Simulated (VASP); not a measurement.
Data:

```
CELL_PARAMETERS angstrom
      0.00000     3.68512     3.68512
      3.68512     0.00000     3.68512
      3.68512     3.68512     0.00000
ATOMIC_POSITIONS crystal
  K  0.25000 0.25000 0.25000
  K  0.75000 0.75000 0.75000
  S  0.00000 0.00000 0.00000
```

Calculation: rev-vdW-DF2, VASP's PBE PAW potentials (set 64) (plane waves; VASP). Settings: 520 eV cut-off, Gaussian smearing of 0.050 eV, potentials K_sv S.

Question: Predict the band gap (along the path) with the smallest direct gap where there is one.

Answer: 
- band gap (along the path) = 2.21 eV
- smallest direct gap (along the path) = 2.43 eV

The compound is K2S in the antifluorite structure. It was relaxed first.
